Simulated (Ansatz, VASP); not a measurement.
# InAs: VASP beside Ansatz, part 2 of 2

Aim: how closely do two programs agree when they are given the same cell, functional and k mesh? The cell is taken from a series of runs on this material, whose earlier steps may have relaxed, scaled, displaced or heated it; both programs get it as it stands.

VASP 6.6.1 and Ansatz 0.2.0.

So far: Set-up; VASP: zone-centre phonons, LDA, pair 1; Ansatz: zone-centre phonons, LDA, pair 1; Side by side.

## (5) Ansatz: zone-centre phonons, LDA, pair 2

Level of this step: Ansatz beside VASP: Kohn-Sham DFT, plane waves, LDA (Ansatz).

Second derivatives magnify differences that forces hide, and they need a tight electronic threshold. The cell compared in this pair holds 54.15 Å³, against 53.61 Å³ for the pair before.

The cell is taken from a series of runs on this material, whose earlier steps may have relaxed, scaled, displaced or heated it; both programs get it as it stands.

input.yaml reads:

```yaml
crystal:
  lattice:
    - [0.0, 3.0028349564, 3.0028349564]
    - [3.0028349564, 0.0, 3.0028349564]
    - [3.0028349564, 3.0028349564, 0.0]
  atoms:
    - { symbol: As, position: [0.75, 0.75, 0.75] }
    - { symbol: In, position: [0.0, 0.0, 0.0] }
kpoints:
  mp_grid: { grid: [12, 12, 12] }
hamiltonian:
  xc: lda
  pseudopotentials: { kind: paw, azcp: { folder: soft_1 }, xc_functional: pbe }
scf:
  occupations: { method: methfessel_paxton, width: 0.2 }
output:
  eigenvalues: true
phonons:
  method: dfpt
```

Run with:

```bash
> ansatz run input.yaml --threads 4 --pin off --max-ram 10240MiB --backend cpu --events-out ev --progress --plain --runs-dir out
```

Numbers of over 12 decimals in the logs are rounded to 6 here.

What it wrote:

```text
[...]
Crystal: 2 atoms, lattice volume = 54.153 Å³
Basis set: ecut = 420 eV, 1067 PW (Γ), exchange–correlation on 60×60×60 points (8 copies of the dense FFT grid, shifted against one another)
Bands: 18, of which v1, the nominal top of the filled ones, is band 14 counted from 1 (13 counted from 0)
Symmetry: 24 space group operations
k-points: 163 of 1728 (irreducible under 8 space group operations, time reversal used)
[...]
k-point 1: bands = [... 10 lower, -4.3623, 6.2818, 7.5383, 7.5383, 8.3852, 11.5053, 11.6191, 11.6191]
  k-point 2: bands = [... 10 lower, -4.1429, 5.0312, 7.3058, 7.3058, 8.7879, 11.8827, 11.9370, 11.9370]
  k-point 162: bands = [... 10 lower, -2.2764, 1.7668, 4.5692, 4.6407, 11.8386, 11.8561, 12.5608, 13.6266]
[...]
ASR residual: 7.054e-5 → 0.000e0 eV/Å²; symmetrization residual: 1.945e-5 eV/Å²
  ASR residual per site (eV/Å²): 4.68e-5 7.05e-5
  Γ frequencies (cm⁻¹): 0.00 0.00 0.00 216.61 216.61 216.61
[...]
[key lines of the parts left out:]
SCF converged after 9 iterations
Free energy (F): -10231.301132 eV
Fermi energy:    7.676613 eV
```

## (6) VASP: zone-centre phonons, LDA, pair 2

The same cell, functional (in two slightly different forms), mesh and smearing now go to VASP, with its own data sets.

INCAR reads:

```
SYSTEM = InAs
PREC = Accurate
ENCUT = 500
EDIFF = 1E-08
NELM = 120
ISMEAR = 1
SIGMA = 0.2
LREAL = .FALSE.
ALGO = Normal
GGA = CA
NBANDS = 15
LORBIT = 11
LWAVE = .FALSE.
LCHARG = .FALSE.
ISIF = 2
IBRION = 8
LASPH = .TRUE.
GGA_COMPAT = .FALSE.
KPAR = 2
```

POSCAR reads:

```
InAs
1.0
    0.0000000000      3.0028349564      3.0028349564
    3.0028349564      0.0000000000      3.0028349564
    3.0028349564      3.0028349564      0.0000000000
As In
1 1
Direct
    0.7500000000      0.7500000000      0.7500000000
    0.0000000000      0.0000000000      0.0000000000
```

KPOINTS reads:

```
Automatic mesh
0
Gamma
12 12 12
0 0 0
```

Potentials, in the order of the species: As and In_d (LDA family, release 64).

Run with:

```bash
> mpirun -np 2 vasp_std
```

What it wrote:

```text
[... set-up lines as in an earlier step ...]
 entering main loop
       N       E                     dE             d eps       ncg     rms          rms(c)
DAV:   1     0.110721249004E+03    0.11072E+03   -0.82803E+03  2167   0.127E+03
DAV:   2    -0.174129187239E+01   -0.11246E+03   -0.10829E+03  2349   0.299E+02
DAV:   3    -0.915131184674E+01   -0.74100E+01   -0.73734E+01  2762   0.786E+01
DAV:   4    -0.934238510234E+01   -0.19107E+00   -0.19102E+00  2748   0.140E+01
[...]
DAV:  12    -0.902783272473E+01    0.23772E-05   -0.51983E-06  3183   0.322E-02    0.718E-03
DAV:  13    -0.902783277301E+01   -0.48288E-07   -0.70045E-07  2706   0.503E-03    0.129E-03
DAV:  14    -0.902783276678E+01    0.62325E-08   -0.26520E-08  2864   0.242E-03
   1 F= -.90278328E+01 E0= -.90279614E+01  d E =0.386045E-03
 Linear response reoptimize wavefunctions to high precision
DAV:   1    -0.902783276694E+01   -0.15370E-09   -0.33577E-09  2224   0.102E-03
DAV:   2    -0.902783276702E+01   -0.85038E-10   -0.91022E-10  1528   0.245E-04
 Linear response DOF=           2
 Linear response progress:
[...]
RMM:  11    -0.461790654557E-01    0.10576E-07   -0.52575E-08 18080   0.801E-05    0.244E-05
RMM:  12    -0.461790769525E-01   -0.11497E-07    0.27192E-08 16772   0.379E-05    0.100E-05
RMM:  13    -0.461790745087E-01    0.24438E-08   -0.65742E-09 17591   0.244E-05    0.255E-06
 first order change of Fermi-energy   0.30574E-03
 force on displaced ion       1 direction 1 :  -7.894   0.000   0.000
 Linear response progress:
  Degree of freedom:   2/  2
       N       E                     dE             d eps       ncg     rms          rms(c)
RMM:   1    -0.235302165941E+00   -0.23530E+00   -0.84246E-02 11349   0.496E+00
RMM:   2    -0.237811518570E+00   -0.25094E-02   -0.13977E-02 14252   0.106E+00    0.801E-02
RMM:   3    -0.237784123712E+00    0.27395E-04   -0.16560E-03 15465   0.329E-01    0.393E-02
RMM:   4    -0.237603945001E+00    0.18018E-03   -0.15450E-04 15818   0.109E-01    0.206E-02
[...]
RMM:  11    -0.237572251783E+00    0.17983E-06    0.66943E-08 17655   0.187E-04    0.751E-06
RMM:  12    -0.237572318416E+00   -0.66632E-07    0.57907E-10 17117   0.118E-04    0.894E-06
RMM:  13    -0.237572323134E+00   -0.47178E-08   -0.43470E-08 18257   0.837E-05    0.743E-06
 first order change of Fermi-energy  -0.45102E-04
 force on displaced ion       2 direction 1 :  -7.860   0.000   0.000
 Linear response finished
```

OUTCAR, selected parts (step 6):

```text
  Total        0.2669129      0.2669129      0.2669129      0.0000000      0.0000000     -0.0000000
  in kB        7.8968842      7.8968842      7.8968842      0.0000000      0.0000000     -0.0000000
  external PRESSURE =       7.8968842 kB  Pullay stress =       0.0000000 kB

 POSITION                                       TOTAL-FORCE (eV/Angst)
 -----------------------------------------------------------------------------------
      4.50425      4.50425      4.50425         0.000000      0.000000      0.000000
      0.00000      0.00000      0.00000        -0.000000     -0.000000     -0.000000
 -----------------------------------------------------------------------------------
    total drift:                                0.000000      0.000000      0.000000

[... 1 part as in an earlier step ...]

[... 1 further part left out ...]
```

## (7) Comparison

What differs besides the data sets and the points named for the pairs above, as far as they apply: the data sets hold 28 valence electrons in Ansatz (on its PAW soft_1 files) and 18 in VASP. Total energies have different zeros and are not compared.

The two programs side by side:

```tsv
quantity	Ansatz	VASP	difference
optical mode 1 to 3 (cm⁻¹)	216.6	217.4	-0.37 %
```

Modes are paired by rising frequency, not by their patterns, so a pair may set unlike modes beside each other; they are those without the splitting of longitudinal modes.

## (8) Results

```yaml
r_m_s_difference_of_the_optical_zone_centre_modes_each_program_s_sorted_by_frequency_zone_centre_phonons_lda_pair_1: 0.92 cm⁻¹
r_m_s_difference_of_the_optical_zone_centre_modes_each_program_s_sorted_by_frequency_zone_centre_phonons_lda_pair_2: 0.80 cm⁻¹
```

In words: The r.m.s. difference of the optical zone-centre modes, each program's sorted by frequency is 0.92 cm⁻¹ (zone-centre phonons, LDA, pair 1). The data sets hold unlike numbers of valence electrons (28 in Ansatz and 18 in VASP), so part of the differences comes from the potentials. Such differences can come from data sets, numerical settings and the points named under the comparisons, not from the functional's error against experiment.

[Lines on the potential files, build, host, timing and source positions are cut from VASP's logs without a mark.]

[Logs are printed without paths, hosts, clocks, repeated set-up lines and the standing remarks that a program may print on its own settings, such as how far it seeks lower states.]

[Hosts, paths, dates, database ids (printed as entryN), source tags and the programs' standing remarks are cut or masked in the printed files.]
